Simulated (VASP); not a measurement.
# YTi with PW91 + D4: from relaxation to properties, part 3 of 5

What structure does YTi take at this level, and what are its properties? The cell is generated by rule, not measured, and may not be a known phase. Left out of this account: at least 1 further run (elastic: elastic constants of a metal on too coarse a mesh).

VASP 6.6.1, plane waves and PAW; the level of theory is named at each step.

Still holding for the runs below: This run has no spin polarisation. Its electron count is odd, so without a moment it is a metal by construction. The k-mesh is coarse for a metal.

So far. Step 3 (Second relaxation): It ends with forces that vanish by symmetry and a pressure of 0.00 GPa. Step 4 (Density, ELF and potential (PW91 + D4)): In this run the pressure is 0.39 GPa, with stress components up to 0.39 GPa and forces up to 0.000 eV/Å, which can come from another mesh, basis or smearing than the relaxation's or from a relaxation that stopped early. The relaxed cell has a = 3.586 Å (conventional setting).

## Step 5: Bands along the symmetry lines (PW91 + D4)

Level of this step: PW91 with D4; plane waves and PAW (Y_sv, Ti_sv); invented cell (VASP).

Levels along the symmetry lines show where the bands peak and cross; KPOINTS_OPT computes them in the converged potential.

File INCAR:

```
SYSTEM = YTi
PREC = Accurate
ENCUT = 400
EDIFF = 1E-06
NELM = 100
ISMEAR = 1
SIGMA = 0.2
LREAL = .FALSE.
ALGO = Normal
GGA = 91
IVDW = 13
VDW_S6 = 1
VDW_S8 = 0.77283111
VDW_A1 = 0.39581542
VDW_A2 = 4.93405761
LORBIT = 11
LWAVE = .FALSE.
LCHARG = .FALSE.
```

File POSCAR:

```
YTi
1.0
    3.5863537839      0.0000000000      0.0000000000
    0.0000000000      3.5863537839      0.0000000000
    0.0000000000      0.0000000000      3.5863537839
Y Ti
1 1
Direct
    0.5000000000      0.5000000000      0.5000000000
    0.0000000000      0.0000000000      0.0000000000
```

File KPOINTS:

```
Automatic mesh
0
Gamma
6 6 6
0 0 0
```

File KPOINTS_OPT:

```
Line mode
16
Line-mode
Reciprocal
  0.00000000   0.00000000   0.00000000 GAMMA
  0.00000000   0.50000000   0.00000000 X

  0.00000000   0.50000000   0.00000000 X
  0.50000000   0.50000000   0.00000000 M

  0.50000000   0.50000000   0.00000000 M
  0.00000000   0.00000000   0.00000000 GAMMA

  0.00000000   0.00000000   0.00000000 GAMMA
  0.50000000   0.50000000   0.50000000 R

  0.50000000   0.50000000   0.50000000 R
  0.00000000   0.50000000   0.00000000 X

  0.50000000   0.50000000   0.00000000 M
  0.50000000   0.50000000   0.50000000 R
```

Potentials, in the order of the species: Y_sv and Ti_sv (PBE family, release 64).

Started as:

```
mpirun -np 1 vasp_std
```

What it wrote:

```text
[... set-up lines as in an earlier step ...]
 entering main loop
       N       E                     dE             d eps       ncg     rms          rms(c)
[... 15 cycles as in an earlier step ...]
   1 F= -.13795738E+02 E0= -.13793534E+02  d E =-.661470E-02
 Start KPOINTS_OPT (optional k-point list driver)
k-point batch [1-20\96]
       N       E                     dE             ncg
DAV:   1    -0.475061226243E+04   -0.10359E+05      600
DAV:   2    -0.811306273189E+04   -0.33625E+04      642
DAV:   3    -0.839751891393E+04   -0.28446E+03     1160
DAV:   4    -0.840223018589E+04   -0.47113E+01      643
DAV:   5    -0.840247096053E+04   -0.24077E+00     1017
DAV:   6    -0.840247398926E+04   -0.30287E-02      734
DAV:   7    -0.840247406748E+04   -0.78226E-04     1024
DAV:   8    -0.840247406900E+04   -0.15206E-05      583
DAV:   9    -0.840247406914E+04   -0.14062E-06      643
[...]
k-point batch [81-96\96]
       N       E                     dE             ncg
DAV:   1    -0.192845753746E+04   -0.16729E+05      480
DAV:   2    -0.435161761927E+04   -0.24232E+04      501
DAV:   3    -0.453694725726E+04   -0.18533E+03      895
DAV:   4    -0.454236913241E+04   -0.54219E+01      560
DAV:   5    -0.454260900079E+04   -0.23987E+00      788
DAV:   6    -0.454261175539E+04   -0.27546E-02      608
DAV:   7    -0.454261186575E+04   -0.11037E-03      781
DAV:   8    -0.454261186667E+04   -0.91444E-06      501
```

The job ended after 13 s (1 MPI rank of Intel Xeon 6975P-C (Granite Rapids), shared host; peak memory 0.15 GiB).

Parts of OUTCAR (step 5):

```text
   NELECT =      23.0000    total number of electrons

 E-fermi :   5.2588

  DFT-D4 for vdW energy calculation

  Edisp (eV):   -0.36431

[... 20 parts as in an earlier step ...]

[... 2 further parts left out ...]
```

Electronic bands along the path, in eV, zero at the Fermi level; # counts the bands kept in this run:

```tsv
point	#1	#2	#3	#4	#5
Γ	-5.23	-1.84	-1.84	0.97	0.97
0.47 of the way	-4.39	-1.44	-1.38	0.89	0.89
X	-2.36	-1.98	-0.23	0.74	0.88
0.47 of the way	-2.10	-1.98	-0.10	0.33	0.36
M	-2.53	-1.90	-0.21	-0.21	1.34
0.47 of the way	-3.32	-1.34	-0.59	0.29	0.45
Γ	-5.23	-1.84	-1.84	0.97	0.97
0.47 of the way	-2.99	-0.73	-0.73	0.04	0.16
R	-0.65	-0.65	-0.65	-0.08	-0.08
0.47 of the way	-1.64	-1.10	-0.62	-0.12	0.01
X	-2.36	-1.98	-0.23	0.74	0.88
jump to M	-2.53	-1.90	-0.21	-0.21	1.34
0.53 of the way	-1.68	-0.91	-0.45	-0.45	0.43
R	-0.65	-0.65	-0.65	-0.08	-0.08
```

Of the projections kept (Y, Ti), the largest for each band there, as a share of the weight inside these atoms' spheres; weight between the spheres isn't counted:

```tsv
point	#1	#2	#3	#4	#5
Γ	Y 0.59	Ti 0.56	Ti 0.56	Ti 0.84	Ti 0.84
X	Y 0.80	Y 0.51	Ti 0.97	Y 1.00	Ti 0.92
M	Y 0.53	Ti 0.55	Ti 0.70	Ti 0.70	Y 0.77
Γ	Y 0.59	Ti 0.56	Ti 0.56	Ti 0.84	Ti 0.84
R	Y 0.82	Y 0.82	Y 0.82	Ti 0.76	Ti 0.76
X	Y 0.80	Y 0.51	Ti 0.97	Y 1.00	Ti 0.92
```

The electronic bands as a text plot (rows in eV):

```
    1.2 |              **                                 *
    0.9 |*********    *  *     ******                    * *
    0.7 |       * *          ***     *                ****  *
    0.4 |        *****    ****        **             *  *    *
    0.1 |           **    **            **          * **      **
   -0.2 |       ****  *****               ************  ****   **
   -0.4 |      *                         ****        ***    ***
   -0.7 |     *             *           * ***********          **
   -1.0 |    *               *         *    **   * *         * *
   -1.3 |   **              ***      **    *      * *       * *
   -1.5 |  ** *            *  ***   *     *        * *     *
   -1.8 |**    *    *******      ***                ***   *  *
   -2.1 |       *****                                 ****  *
   -2.4 |       **   **  *               *              ****
   -2.6 |      *       ** **
   -2.9 |                               *
   -3.2 |
   -3.4 |     *             *          *
   -3.7 |                    *
   -4.0 |    *                        *
   -4.3 |   *                 *      *
   -4.5 |                      *
   -4.8 |  *                    *   *
   -5.1 |**                      ***
         Γ      X      M          Γ            R        X|M     R
```

At these settings, which differ from those of the relaxation, the cell is under a pressure of 0.4 GPa.

## Step 6: Density of states (PW91 + D4)

A density of states needs more k-points than a total energy, and tetrahedra (ISMEAR = -5) or a smearing that fits the mesh; LORBIT projects the states on the PAW spheres. The mesh is finer than in the run before.

Edit INCAR of step 5 so:

```diff
@@ -5,3 +5,3 @@
 NELM = 100
-ISMEAR = 1
+ISMEAR = -5
 SIGMA = 0.2
@@ -18 +18,2 @@
 LCHARG = .FALSE.
+NEDOS = 2001
```

POSCAR is that of step 5.

File KPOINTS:

```
Automatic mesh
0
Gamma
8 8 8
0 0 0
```

Started as:

```
mpirun -np 1 vasp_std
```

What it wrote:

```text
[... set-up lines as in an earlier step ...]
 entering main loop
       N       E                     dE             d eps       ncg     rms          rms(c)
DAV:   1     0.164188156624E+03    0.16419E+03   -0.10501E+04  1050   0.135E+03
DAV:   2    -0.141143530238E+01   -0.16560E+03   -0.16471E+03  1120   0.396E+02
DAV:   3    -0.147688823632E+02   -0.13357E+02   -0.13304E+02  2026   0.881E+01
DAV:   4    -0.150221898128E+02   -0.25331E+00   -0.25201E+00  1177   0.124E+01
DAV:   5    -0.150321765140E+02   -0.99867E-02   -0.99731E-02  1769   0.190E+00    0.329E+01
DAV:   6    -0.144405343369E+02    0.59164E+00   -0.30911E+01  1400   0.327E+01    0.105E+01
DAV:   7    -0.137676329037E+02    0.67290E+00   -0.21325E+01  1379   0.242E+01    0.145E+01
DAV:   8    -0.134503325286E+02    0.31730E+00   -0.33289E+00  1365   0.120E+01    0.158E+00
DAV:   9    -0.134529223896E+02   -0.25899E-02   -0.10791E-01  1315   0.268E+00    0.701E-01
DAV:  10    -0.134538236814E+02   -0.90129E-03   -0.18370E-02  1302   0.128E+00    0.413E-01
DAV:  11    -0.134531036648E+02    0.72002E-03   -0.63218E-03  1379   0.645E-01    0.138E-01
DAV:  12    -0.134531390965E+02   -0.35432E-04   -0.28574E-04  1218   0.164E-01    0.548E-02
DAV:  13    -0.134531334505E+02    0.56460E-05   -0.24517E-04  1421   0.930E-02    0.262E-02
DAV:  14    -0.134531355232E+02   -0.20727E-05   -0.58634E-06  1134   0.224E-02    0.129E-02
DAV:  15    -0.134531360462E+02   -0.52299E-06   -0.35202E-06  1337   0.153E-02
   1 F= -.13817448E+02 E0= -.13817448E+02  d E =0.000000E+00
 -----------------------------------------------------------------------------
|                                                                             |
|           W    W    AA    RRRRR   N    N  II  N    N   GGGG   !!!           |
|           W    W   A  A   R    R  NN   N  II  NN   N  G    G  !!!           |
|           W    W  A    A  R    R  N N  N  II  N N  N  G       !!!           |
|           W WW W  AAAAAA  RRRRR   N  N N  II  N  N N  G  GGG   !            |
|           WW  WW  A    A  R   R   N   NN  II  N   NN  G    G                |
|           W    W  A    A  R    R  N    N  II  N    N   GGGG   !!!           |
|                                                                             |
|     Tetrahedron method does not include variations of the Fermi             |
|     occupations, so forces and stress will be inaccurate. We suggest        |
|     using a different smearing scheme ISMEAR = 1 or 2 for metals in         |
|     relaxations.                                                            |
|                                                                             |
 -----------------------------------------------------------------------------
```

Elapsed: 8.8 s, on 1 MPI rank; peak memory 0.16 GiB.

From OUTCAR (step 6):

```text
   k-points           NKPTS =     35   k-points in BZ     NKDIM =     35   number of bands    NBANDS=     15

   NELECT =      23.0000    total number of electrons

 E-fermi :   5.3146

 k-point     1 :       0.0000    0.0000    0.0000
  band No.  band energies     occupation
    ...
      7     -16.4333      2.00000
      8     -16.4333      2.00000
      9       0.0285      2.00000
     10       3.4285      2.00000
     11       3.4285      2.00000
     12       6.2415      0.00000
     13       6.2415      0.00000
     14       6.2415      0.00000
     15       8.4019      0.00000

  DFT-D4 for vdW energy calculation

  Edisp (eV):   -0.36431

  Total       0.05169     0.05169     0.05169     0.00000    -0.00000     0.00000
  in kB       1.79547     1.79547     1.79547     0.00000    -0.00000     0.00000
  external pressure =        1.80 kB  Pullay stress =        0.00 kB

  FREE ENERGIE OF THE ION-ELECTRON SYSTEM (eV)
  ---------------------------------------------------
  free  energy   TOTEN  =       -13.8174478592 eV

  energy  without entropy=      -13.8174478592  energy(sigma->0) =      -13.81744786

[... 7 parts as in an earlier step ...]

[... 10 further parts left out ...]
```

With tetrahedra the forces and stress of a metal are not exact derivatives of the energy.

Numbers from this step:

| Item | Value |
| --- | --- |
| irreducible k-points | 35 |
| free energy (TOTEN) | -13.82 eV |
| Fermi energy | 5.315 eV |
| pressure | 0.1795 GPa |
| DOS at the Fermi level, one point of the energy grid | 4.661 states/eV/cell |

The density of states has structure finer than the step of the table below, so its rows give means over 0.5 eV, whole bins alone (the curve runs from -12.0 to 1.34 eV). Peaks (eV: height): total -1.39: 3.92, -0.64: 5.45, -0.34: 4.45, 0.32: 7.47; Ti d -1.36: 1.09, -0.64: 1.66, 0.32: 3.57, 1.14: 1.30; Y d -1.36: 0.731, -0.64: 1.40, -0.34: 0.882, 0.32: 0.995; Y p -1.43: 0.242, -0.34: 0.231, 0.02: 0.638, 0.32: 0.766.

States under -12.0 eV and over 1.3 eV are left out. Table of density of states by energy, zero at the Fermi level; means over each step; values in states/eV/cell:

```tsv
energy (eV)	total	Ti d	Y d	Y p
-5.5	5.4e-5	0	0	0
-5.0	0.0744	2.1e-5	5.4e-5	0.00167
-4.5	0.180	5.6e-4	9.8e-4	0.00780
-4.0	0.277	0.00233	0.00392	0.0177
-3.5	0.385	0.00711	0.0111	0.0312
-3.0	0.580	0.0208	0.0339	0.0506
-2.5	1.29	0.104	0.183	0.0957
-2.0	1.39	0.193	0.238	0.102
-1.5	2.94	0.767	0.544	0.168
-1.0	1.72	0.549	0.320	0.0901
-0.5	3.55	1.30	0.752	0.140
0.0	4.60	2.26	0.714	0.400
0.5	5.54	2.89	0.693	0.494
1.0	1.66	1.07	0.153	0.0933
```

The finer mesh and the other smearing move the Fermi level by +0.06 eV from the 6×6×6 run, one measure of the sampling error in the zero of the bands above. Of the states within 0.3 eV of the Fermi level, the largest shares in the PAW spheres are Ti d 49 %, Y d 16 % and Y p 8 %. The rest lies in smaller channels or between the spheres.

## Step 7: Core levels (PW91 + D4)

ICORELEVEL = 1 prints the core eigenvalues in the potential of the ground state.

Edit INCAR of step 6 so:

```diff
@@ -5,3 +5,3 @@
 NELM = 100
-ISMEAR = -5
+ISMEAR = 1
 SIGMA = 0.2
@@ -18,2 +18,2 @@
 LCHARG = .FALSE.
-NEDOS = 2001
+ICORELEVEL = 1
```

POSCAR is that of step 6.

File KPOINTS:

```
Automatic mesh
0
Gamma
6 6 6
0 0 0
```

Started as:

```
mpirun -np 1 vasp_std
```

What it wrote:

```text
[... set-up lines as in an earlier step ...]
 entering main loop
       N       E                     dE             d eps       ncg     rms          rms(c)
[... 15 cycles as in an earlier step ...]
   1 F= -.13795738E+02 E0= -.13793534E+02  d E =-.661470E-02
```

The job ended after 6 s (1 MPI rank; peak memory 0.14 GiB).

Parts of OUTCAR (step 7):

```text
   NELECT =      23.0000    total number of electrons

 the core state eigenenergies are
   1-  1s -16853.1712  2s  -2299.4384  2p  -2045.6975  3s   -357.2870  3p   -274.9970
       3d   -139.5503
   2-  1s  -4857.6752  2s   -526.0481  2p   -433.3601

 E-fermi :   5.2588

  DFT-D4 for vdW energy calculation

  Edisp (eV):   -0.36431

[... 19 parts as in an earlier step ...]

[... 2 further parts left out ...]
```

These are scalar-relativistic Kohn-Sham levels of the ground state, with no core hole, so they are not binding energies.

Numbers from this step:

```
irreducible k-points : 20
free energy (TOTEN)  : -13.80 eV
Fermi energy         : 5.259 eV
pressure             : 0.3894 GPa
```

Kohn-Sham core levels, initial state. Core levels, by row:

```tsv
atom	shell	level below the Fermi level (eV)
Y1	1s	16858
Y1	2s	2305
Y1	2p	2051
Y1	3s	362.5
Y1	3p	280.3
Y1	3d	144.8
Ti2	1s	4863
Ti2	2s	531.3
Ti2	2p	438.6
```

At these settings, which differ from those of the relaxation, the cell is under a pressure of 0.4 GPa.

(Part 3 of 5 ends here.)

[Lines on the potential files, build, host, timing and source positions are cut from VASP's logs without a mark.]

[Logs are printed without paths, hosts, clocks, repeated set-up lines and the standing remarks that a program may print on its own settings, such as how far it seeks lower states.]

[Hosts, paths, dates, database ids (printed as entryN), source tags and the programs' standing remarks are cut or masked in the printed files.]

[A measured line is paired with the nearest computed mode of its activity, which favours agreement.]

[In band tables of VASP the shares of atoms and orbitals are scaled to a sum of 1 inside the atoms' spheres.]
